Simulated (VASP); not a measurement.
# Al15VN16 (a cell with a defect) in VASP: a series of runs

The runs below take Al15VN16 (a cell with a defect) through relaxation of the atoms, single point, with PBEsol+U.

Program: VASP 6.6.1. These are calculated values, not measurements. Logs are shortened: lines on timing, memory, paths and dates and some standing lists are left out, and cuts for length are marked.

**1. The structure**

The cell holds a defect, 32 atoms: a = 6.220 Å, b = 6.220 Å, c = 9.960 Å, α = 90.00°, β = 90.00°, γ = 120.00°.

**2. Relaxation of the atoms, PBEsol+U, collinear spin, ferromagnetic start (atoms moved at random, drawn with an rms of 0.05 Å)**

The input, INCAR:

```
PREC = Accurate
ENCUT = 450
EDIFF = 1E-5
ISMEAR = 0
SIGMA = 0.03
LREAL = Auto
LASPH = T
NELM = 120
ALGO = Normal
ISIF = 2
LWAVE = F
LCHARG = F
ISPIN = 2
MAGMOM = 2 0 0 0 0 0 0 0 0 0 0 0 0 0 0 0 0 0 0 0 0 0 0 0 0 0 0 0 0 0 0 0
LORBIT = 11
NUPDOWN = 2
LMAXMIX = 4
LDAU = T
LDAUTYPE = 2
LDAUL = 2 -1 -1
LDAUU = 3 0 0
LDAUJ = 0 0 0
LDAUPRINT = 1
GGA = PS
IBRION = 2
NSW = 60
EDIFFG = -0.03
ISYM = 0
```

The input, KPOINTS:

```
regular mesh
0
Gamma
  3 3 2
```

The input, POSCAR:

```
Al15VN16
1.0
    6.2200008610      0.0000000000      0.0000000000
   -3.1100004305      5.3866787572      0.0000000000
    0.0000000000      0.0000000000      9.9600000000
V Al N
1 15 16
Direct
    0.3286460000      0.1627030000      0.0003650000
    0.3323690000      0.1696350000      0.4996540000
    0.3305860000      0.6640200000      0.0005480000
    0.3343090000      0.6573390000      0.5003400000
    0.8350850000      0.1675260000     -0.0027650000
    0.8270870000      0.1667450000      0.4972140000
    0.8401370000      0.6682960000      0.0029010000
    0.8356000000      0.6657600000      0.4991850000
    0.1655000000      0.3338920000      0.2528540000
    0.1671640000      0.3334290000      0.7504910000
    0.1704170000      0.8346710000      0.2505700000
    0.1678100000      0.8314130000      0.7526640000
    0.6666970000      0.3402250000      0.2503710000
    0.6590630000      0.3314930000      0.7493480000
    0.6685170000      0.8339470000      0.2488170000
    0.6611500000      0.8318440000      0.7514650000
    0.3337110000      0.1731680000      0.1935480000
    0.3285350000      0.1694270000      0.6907720000
    0.3348030000      0.6638740000      0.1832760000
    0.3306730000      0.6641860000      0.6919330000
    0.8323560000      0.1590920000      0.1921510000
    0.8313590000      0.1619730000      0.6891260000
    0.8299100000      0.6683500000      0.1960040000
    0.8316620000      0.6639410000      0.6920840000
    0.1632120000      0.3344490000      0.4455770000
    0.1730540000      0.3295110000      0.9483450000
    0.1686680000      0.8373540000      0.4422330000
    0.1651250000      0.8244860000      0.9460350000
    0.6688960000      0.3279110000      0.4391560000
    0.6758880000      0.3382980000      0.9363160000
    0.6684640000      0.8300790000      0.4450340000
    0.6731240000      0.8307020000      0.9355070000
```

Potentials or basis: VASP PAW PBE potentials, release 64 (V_sv, Al, N).

Launch:

```
cat potpaw_PBE.64/V_sv/POTCAR potpaw_PBE.64/Al/POTCAR potpaw_PBE.64/N/POTCAR > POTCAR
mpirun -np 1 vasp_std > vasp.out
```

OUTCAR:

```text
PREC = Accurate
   ENCUT = 450
   EDIFF = 1E-5
   ISMEAR = 0
   LREAL = Auto
   LASPH = T
   NELM = 120
   ISIF = 2
   ISPIN = 2
   LORBIT = 11
   NUPDOWN = 2
   GGA = PS
   IBRION = 2
   NSW = 60
   EDIFFG = -0.03
   ISYM = 0

 ion  position               nearest neighbor table
   1  0.329  0.163  0.000-  26 1.81  28 1.90  17 1.92  30 1.98  12 3.05  11 3.06   7 3.06  10 3.07
                            14 3.07   5 3.09  13 3.09   9 3.09   3 3.11   3 3.11   5 3.14
   2  0.332  0.170  0.500-  25 1.88  27 1.88  18 1.90  29 1.91   4 3.03   9 3.04  14 3.05  10 3.06
                            13 3.07  11 3.07   6 3.09   8 3.11  12 3.11   8 3.11   6 3.13   4 3.19
   3  0.331  0.664  0.001-  19 1.82  28 1.84  26 1.88  32 1.96  12 3.04  16 3.05  10 3.06  11 3.06
                             7 3.06  15 3.07   9 3.08   5 3.09   1 3.11   1 3.11   5 3.14   7 3.16
   4  0.334  0.657  0.500-  25 1.82  31 1.88  20 1.91  27 1.95   9 3.02   2 3.03  10 3.04  16 3.06
                            15 3.09   8 3.09  11 3.09   6 3.10  12 3.11   6 3.12   8 3.13   2 3.19
   5  0.835  0.168  0.997-  30 1.88  26 1.89  32 1.92  21 1.94  10 3.04  16 3.04  14 3.07  15 3.08
                             1 3.09   3 3.09   7 3.10   9 3.11  13 3.12   7 3.12   3 3.14   1 3.14
   6  0.827  0.167  0.497-  29 1.81  25 1.88  31 1.89  22 1.91   9 3.04  13 3.05  15 3.06   8 3.08
                            14 3.09   2 3.09   4 3.10  16 3.11  10 3.12   4 3.12   2 3.13   8 3.14
   7  0.840  0.668  0.003-  28 1.84  32 1.90  30 1.90  23 1.92  13 3.03  11 3.04  15 3.05  12 3.05
                             1 3.06   3 3.06   5 3.10  14 3.11  16 3.11   5 3.12   3 3.16
   8  0.836  0.666  0.499-  31 1.87  27 1.88  29 1.92  24 1.92  13 3.04  11 3.06  14 3.07   6 3.08
                            15 3.08   4 3.09  12 3.09   2 3.11  16 3.11   2 3.11   4 3.13   6 3.14
   9  0.166  0.334  0.253-  17 1.87  21 1.89  19 1.91  25 1.92   4 3.02   2 3.04   6 3.04   3 3.08
                             1 3.09  13 3.10  11 3.10  15 3.10   5 3.11  15 3.12  11 3.12  13 3.12
  10  0.167  0.333  0.750-  18 1.85  20 1.87  22 1.91  26 1.97   5 3.04   4 3.04   3 3.06   2 3.06
                             1 3.07  14 3.07  16 3.09  12 3.10   6 3.12  12 3.12  16 3.13  14 3.15
  11  0.170  0.835  0.251-  27 1.91  17 1.91  23 1.91  19 1.93   7 3.04   1 3.06   3 3.06   8 3.06
                             2 3.07   4 3.09   9 3.10  15 3.10  13 3.10  13 3.12  15 3.12   9 3.12
  12  0.168  0.831  0.753-  20 1.88  24 1.91  18 1.92  28 1.93   3 3.04   1 3.05   7 3.05  16 3.07
                            14 3.08   8 3.09  10 3.10   2 3.11   4 3.11  10 3.12  14 3.14  16 3.15
  13  0.667  0.340  0.250-  23 1.85  17 1.88  29 1.88  21 1.96   7 3.03   8 3.04   6 3.05  15 3.07
                             2 3.07   1 3.09   9 3.10  11 3.10  11 3.12   5 3.12   9 3.12  15 3.15
  14  0.659  0.331  0.749-  30 1.86  18 1.87  24 1.88  22 1.94   2 3.05  10 3.07   1 3.07   5 3.07
                             8 3.07  12 3.08   6 3.09  16 3.11   7 3.11  16 3.11  12 3.14  10 3.15
  15  0.669  0.834  0.249-  23 1.84  21 1.84  19 1.91  31 1.95   7 3.05   6 3.06  13 3.07   3 3.07
                             8 3.08   5 3.08   4 3.09  11 3.10   9 3.10  11 3.12   9 3.12  13 3.15
  16  0.661  0.832  0.751-  32 1.83  20 1.88  22 1.88  24 1.92   5 3.04   3 3.05   4 3.06  12 3.07
                            10 3.09  14 3.11   6 3.11   7 3.11   8 3.11  14 3.11  10 3.13  12 3.15
  17  0.334  0.173  0.194-   9 1.87  13 1.88  11 1.91   1 1.92
  18  0.329  0.169  0.691-  10 1.85  14 1.87   2 1.90  12 1.92
  19  0.335  0.664  0.183-   3 1.82   9 1.91  15 1.91  11 1.93
  20  0.331  0.664  0.692-  10 1.87  16 1.88  12 1.88   4 1.91
  21  0.832  0.159  0.192-  15 1.84   9 1.89   5 1.94  13 1.96
  22  0.831  0.162  0.689-  16 1.88  10 1.91   6 1.91  14 1.94
[... 8 lines left out ...]
  31  0.668  0.830  0.445-   8 1.87   4 1.88   6 1.89  15 1.95
  32  0.673  0.831  0.936-  16 1.83   7 1.90   5 1.92   3 1.96

IMPORTANT INFORMATION: All symmetrisations will be switched off!
NOSYMM: (Re-)initialisation of all symmetry stuff for point group C_1.

----------------------------------------------------------------------------------------

                                     Primitive cell

  volume of cell :     333.7113

  direct lattice vectors                    reciprocal lattice vectors
     6.220000861  0.000000000  0.000000000     0.160771682  0.092821574  0.000000000
    -3.110000430  5.386678757  0.000000000     0.000000000  0.185643148  0.000000000
     0.000000000  0.000000000  9.960000000     0.000000000  0.000000000  0.100401606

  length of vectors
     6.220000861  6.220000861  9.960000000     0.185643148  0.185643148  0.100401606

  position of ions in fractional coordinates (direct lattice)
     0.328646000  0.162703000  0.000365000
     0.332369000  0.169635000  0.499654000
     0.330586000  0.664020000  0.000548000
     0.334309000  0.657339000  0.500340000
     0.835085000  0.167526000  0.997235000
     0.827087000  0.166745000  0.497214000
[... 24 lines left out ...]
     0.668464000  0.830079000  0.445034000
     0.673124000  0.830702000  0.935507000

  ion indices of the primitive-cell ions
   primitive index   ion index
                 1           1
                 2           2
                 3           3
                 4           4
[... 148 lines left out ...]
  Total        7.4164574      8.7842556      4.3254116     -2.7314125     -0.3450738      0.9703453
  in kB       35.6070692     42.1739895     20.7666842    -13.1137537     -1.6567298      4.6587137
  external PRESSURE =      32.8492477 kB  Pullay stress =       0.0000000 kB
[... 179 lines left out ...]
  FREE ENERGIE OF THE ION-ELECTRON SYSTEM (eV)
  ---------------------------------------------------
  free  energy   TOTEN  =      -251.2662247526 eV

  energy  without entropy=     -251.2662247526  energy(sigma->0) =     -251.26622475

[... ionic steps 4 to 11 ...]

--------------------------------------- Ionic step       12  -------------------------------------------

 number of electron     137.9999988 magnetization       2.0000001

------------------------ aborting loop because EDIFF is reached ----------------------------------------
[... 121 lines left out ...]
  FREE ENERGIE OF THE ION-ELECTRON SYSTEM (eV)
  ---------------------------------------------------
  free  energy   TOTEN  =      -251.3655687591 eV

  energy  without entropy=     -251.3655687591  energy(sigma->0) =     -251.36556876

atom =   1  type =  1  l = 2

 onsite density matrix

spin component  1

  0.4036  0.0005  0.0009  0.2893  0.0001
  0.0005  0.7285 -0.0004 -0.0003  0.2891
  0.0009 -0.0004  0.2212  0.0012 -0.0005
  0.2893 -0.0003  0.0012  0.7285 -0.0003
  0.0001  0.2891 -0.0005 -0.0003  0.4035

spin component  2

  0.1510 -0.0001  0.0000 -0.0568 -0.0001
 -0.0001  0.0856  0.0002  0.0001 -0.0569
  0.0000  0.0002  0.1756 -0.0004 -0.0002
 -0.0568  0.0001 -0.0004  0.0855  0.0000
 -0.0001 -0.0569 -0.0002  0.0000  0.1509

 occupancies and eigenvectors

  o =  0.0526  v =  0.0000  0.0000  0.0000  0.0000  0.0000 -0.1611 -0.8200 -0.0000 -0.2763 -0.4747      0.0000  0.0000  0.0000  0.0000  0.0000  0.0000  0.0000  0.0000  0.0000  0.0000
  o =  0.0527  v =  0.0000  0.0000  0.0000  0.0000  0.0000  0.4738 -0.2770  0.0026  0.8205 -0.1599      0.0000  0.0000  0.0000  0.0000  0.0000  0.0000  0.0000  0.0000  0.0000  0.0000
  o =  0.1756  v =  0.0000  0.0000  0.0000  0.0000  0.0000  0.0222  0.0147 -0.9992 -0.0100 -0.0270      0.0000  0.0000  0.0000  0.0000  0.0000  0.0000  0.0000  0.0000  0.0000  0.0000
  o =  0.1838  v =  0.0000  0.0000  0.0000  0.0000  0.0000 -0.6407  0.3377  0.0028  0.3706 -0.5815      0.0000  0.0000  0.0000  0.0000  0.0000  0.0000  0.0000  0.0000  0.0000  0.0000
  o =  0.1839  v =  0.0000  0.0000  0.0000  0.0000  0.0000  0.5819  0.3697  0.0390 -0.3361 -0.6405      0.0000  0.0000  0.0000  0.0000  0.0000  0.0000  0.0000  0.0000  0.0000  0.0000
  o =  0.2212  v =  0.0138  0.0098 -0.9997 -0.0056 -0.0186  0.0000  0.0000  0.0000  0.0000  0.0000      0.0000  0.0000  0.0000  0.0000  0.0000  0.0000  0.0000  0.0000  0.0000  0.0000
  o =  0.2343  v =  0.5696 -0.3800 -0.0061 -0.3331  0.6482  0.0000  0.0000  0.0000  0.0000  0.0000      0.0000  0.0000  0.0000  0.0000  0.0000  0.0000  0.0000  0.0000  0.0000  0.0000
  o =  0.2344  v =  0.6482  0.3325  0.0249 -0.3797 -0.5696  0.0000  0.0000  0.0000  0.0000  0.0000      0.0000  0.0000  0.0000  0.0000  0.0000  0.0000  0.0000  0.0000  0.0000  0.0000
  o =  0.8976  v =  0.1730  0.8115 -0.0001  0.2936  0.4747  0.0000  0.0000  0.0000  0.0000  0.0000      0.0000  0.0000  0.0000  0.0000  0.0000  0.0000  0.0000  0.0000  0.0000  0.0000
  o =  0.8979  v = -0.4746  0.2940 -0.0024 -0.8115  0.1724  0.0000  0.0000  0.0000  0.0000  0.0000      0.0000  0.0000  0.0000  0.0000  0.0000  0.0000  0.0000  0.0000  0.0000  0.0000

--------------------------------------- Ionic step       14  -------------------------------------------

 number of electron     137.9999988 magnetization       2.0000001

 Free energy of the ion-electron system (eV)
  ---------------------------------------------------
  ext. energy  EPLUGINS =         0.00000000
  ---------------------------------------------------
  free energy    TOTEN  =      -251.36600134 eV

  energy without entropy =     -251.36600134  energy(sigma->0) =     -251.36600134

 E-fermi :   6.3242     XC(G=0): -11.1924

 val. band max:        7.6987672580   @ k =   0.0000   0.3333   0.5000
 cond. band min:       9.7922351874   @ k =  -0.3333   0.3333   0.5000
 fundamental gap:      2.0934679294
 Fermi energy:         7.8790726744

 spin component 1

 k-point     1 :       0.0000    0.0000    0.0000
  band No.  band energies     occupation
      1     -56.5486      1.00000
      2     -30.6039      1.00000
      3     -30.6022      1.00000
      4     -30.5165      1.00000
      5      -9.0231      1.00000
      6      -8.1562      1.00000
[... 829 lines left out ...]
     80      12.7948      0.00000
     81      12.9294      0.00000
 Fermi energy:         6.3241869574

 spin component 2

 k-point     1 :       0.0000    0.0000    0.0000
  band No.  band energies     occupation
      1     -54.7291      1.00000
      2     -28.8777      1.00000
      3     -28.8730      1.00000
      4     -28.6060      1.00000
      5      -9.0168      1.00000
      6      -8.1513      1.00000
[... 829 lines left out ...]
     80      12.8813      0.00000
     81      13.1187      0.00000
 [bands above 81 left out]

------------------------ aborting loop because EDIFF is reached ----------------------------------------

  FORCE on cell =-STRESS in cart. coord.  units (eV):
  Direction    XX          YY          ZZ          XY          YZ          ZX
  --------------------------------------------------------------------------------------
  -------------------------------------------------------------------------------------
  Total        5.7555766      5.7578173      2.9397520     -0.0180709      0.0074366     -0.0042118
  in kB       27.6330331     27.6437912     14.1140101     -0.0867600      0.0357037     -0.0202214
  external PRESSURE =      23.1302781 kB  Pullay stress =       0.0000000 kB
[... 47 lines left out ...]
  FREE ENERGIE OF THE ION-ELECTRON SYSTEM (eV)
  ---------------------------------------------------
  free  energy   TOTEN  =      -251.3660013407 eV

  energy  without entropy=     -251.3660013407  energy(sigma->0) =     -251.36600134

 reached required accuracy - stopping structural energy minimisation

 total charge

# of ion       s       p       d       tot
------------------------------------------
    1        2.298   6.251   3.102  11.651
    2        0.368   0.440   0.000   0.808
    3        0.372   0.452   0.000   0.823
    4        0.370   0.448   0.000   0.818
    5        0.372   0.452   0.000   0.824
    6        0.370   0.448   0.000   0.818
[... 24 lines left out ...]
   31        1.223   2.619   0.000   3.842
   32        1.223   2.609   0.000   3.832
--------------------------------------------------
tot         27.457  54.769   3.102  85.327

 magnetization (x)

# of ion       s       p       d       tot
------------------------------------------
    1        0.017   0.009   1.830   1.856
    2        0.000  -0.000   0.000  -0.000
    3        0.003   0.004   0.000   0.006
    4        0.000   0.000   0.000   0.000
    5        0.003   0.004   0.000   0.006
    6        0.000   0.000   0.000   0.000
[... 24 lines left out ...]
   31        0.000   0.000   0.000   0.000
   32        0.000   0.000   0.000   0.000
--------------------------------------------------
tot          0.024  -0.006   1.830   1.848
```

Run time: 2 h. Hardware: 1 thread of Intel Xeon Platinum 8488C (Sapphire Rapids), shared host; peak memory 0.71 GiB.

Results:

| Quantity | Value |
| --- | --- |
| Free energy | -251.3660 eV |
| Energy gained by relaxing | 29.5 meV/atom |
| Ionic steps | 14 |
| Largest force after relaxing | 0.023 eV/Å |
| Net moment | 2.00 μB per cell |
| Site moments | V +1.86; Al -0.00, +0.01, +0.00; N -0.01, -0.00, +0.00 μB |
| Valence electrons inside the program's atomic spheres | V 11.65; Al 0.81, 0.82; N 3.83, 3.84, 3.85 |

Forces in eV/Å, atoms in the order of the input:
```
V   -0.009 -0.002 -0.006
Al   0.002  0.006  0.004
Al   0.002  0.002  0.001
Al   0.002  0.001  0.016
Al   0.006  0.001 -0.011
Al   0.012 -0.003 -0.003
Al  -0.022  0.009 -0.002
Al   0.007 -0.004 -0.009
Al  -0.002 -0.003 -0.015
Al   0.006  0.009  0.005
Al  -0.002 -0.008 -0.008
Al   0.000  0.002  0.015
Al   0.010 -0.007 -0.004
Al   0.007  0.001  0.008
Al  -0.005 -0.007 -0.005
Al   0.005  0.003  0.004
N    0.007 -0.006 -0.004
N    0.014  0.000  0.004
N    0.003  0.001  0.012
N    0.008  0.015  0.003
N   -0.007 -0.007  0.013
N   -0.003  0.001 -0.009
N   -0.007 -0.005  0.001
N    0.000 -0.002 -0.012
N    0.006 -0.002 -0.009
N   -0.014  0.011 -0.002
N    0.014  0.003  0.001
N   -0.011 -0.004  0.012
N   -0.002 -0.006 -0.003
N   -0.009  0.001  0.007
N   -0.002 -0.001  0.008
N   -0.016  0.001 -0.010
```

The path:
| step | energy change (eV) | largest force (eV/Å) | pressure (GPa) |
| --- | --- | --- | --- |
| 1 | 0.0000 | 3.7838 | 3.28 |
| 2 | -0.6616 | 1.7089 | 2.51 |
| 3 | -0.8432 | 0.8086 | 2.39 |
| 4 | -0.9073 | 0.3539 | 2.31 |
| 5 | -0.9081 | 0.3217 | 2.32 |
| 6 | -0.9279 | 0.1763 | 2.32 |
| 7 | -0.9288 | 0.2142 | 2.33 |
| 8 | -0.9374 | 0.0787 | 2.31 |
| 9 | -0.9377 | 0.1112 | 2.31 |
| 10 | -0.9413 | 0.0585 | 2.31 |
| 11 | -0.9414 | 0.0719 | 2.31 |
| 12 | -0.9425 | 0.0321 | 2.31 |
| 13 | -0.9425 | 0.0370 | 2.31 |
| 14 | -0.9430 | 0.0235 | 2.31 |

Final structure:
```yaml
crystal:
  lattice:
    - [6.22000, 0.00000, 0.00000]
    - [-3.11000, 5.38668, 0.00000]
    - [0.00000, 0.00000, 9.96000]
  atoms:
    - { symbol: V, position: [0.33395, 0.16558, 0.99679] }
    - { symbol: Al, position: [0.33292, 0.16575, 0.50061] }
    - { symbol: Al, position: [0.33315, 0.66521, 0.00130] }
    - { symbol: Al, position: [0.33378, 0.66616, 0.50024] }
    - { symbol: Al, position: [0.83392, 0.16609, 0.00140] }
    - { symbol: Al, position: [0.83243, 0.16499, 0.50042] }
    - { symbol: Al, position: [0.83437, 0.66530, 0.00125] }
    - { symbol: Al, position: [0.83250, 0.66630, 0.50048] }
    - { symbol: Al, position: [0.16653, 0.33314, 0.25228] }
    - { symbol: Al, position: [0.16478, 0.33325, 0.74861] }
    - { symbol: Al, position: [0.16668, 0.83227, 0.25220] }
    - { symbol: Al, position: [0.16506, 0.82932, 0.74839] }
    - { symbol: Al, position: [0.66743, 0.33320, 0.25220] }
    - { symbol: Al, position: [0.66902, 0.33349, 0.74849] }
    - { symbol: Al, position: [0.66701, 0.83286, 0.25038] }
    - { symbol: Al, position: [0.66617, 0.83200, 0.75081] }
    - { symbol: N, position: [0.33351, 0.16623, 0.19910] }
    - { symbol: N, position: [0.33287, 0.16541, 0.69318] }
    - { symbol: N, position: [0.33321, 0.66592, 0.19199] }
    - { symbol: N, position: [0.33437, 0.66591, 0.69022] }
    - { symbol: N, position: [0.83377, 0.16657, 0.19201] }
    - { symbol: N, position: [0.83208, 0.16378, 0.69038] }
    - { symbol: N, position: [0.83396, 0.66599, 0.19198] }
    - { symbol: N, position: [0.83220, 0.66629, 0.69040] }
    - { symbol: N, position: [0.16589, 0.33276, 0.44296] }
    - { symbol: N, position: [0.16036, 0.33867, 0.93822] }
    - { symbol: N, position: [0.16587, 0.83178, 0.44291] }
    - { symbol: N, position: [0.16066, 0.81895, 0.93795] }
    - { symbol: N, position: [0.66701, 0.33294, 0.44295] }
    - { symbol: N, position: [0.68057, 0.33895, 0.93804] }
    - { symbol: N, position: [0.66636, 0.83254, 0.44065] }
    - { symbol: N, position: [0.66717, 0.83213, 0.94234] }
```

Eigenvalues of the final occupation matrices:
```csv
site,spin,trace,eigenvalues
site 1 d,1,2.49,0.22 0.23 0.23 0.90 0.90
site 1 d,2,0.65,0.05 0.05 0.18 0.18 0.18
```

Caveat: the k mesh is coarse (spacing up to 0.39 Å⁻¹), so the values aren't converged; the cutoff is under 1.25 times the usual one of these potentials, so pressure, stress and relaxed cells hold a basis-set (Pulay) error; the PAW data sets were made with another functional, which shifts forces and pressure a little; the total moment is fixed, so each spin has its own Fermi level. The state reached can hang on the start; a lower one may exist.

[end of part 1 of 3]
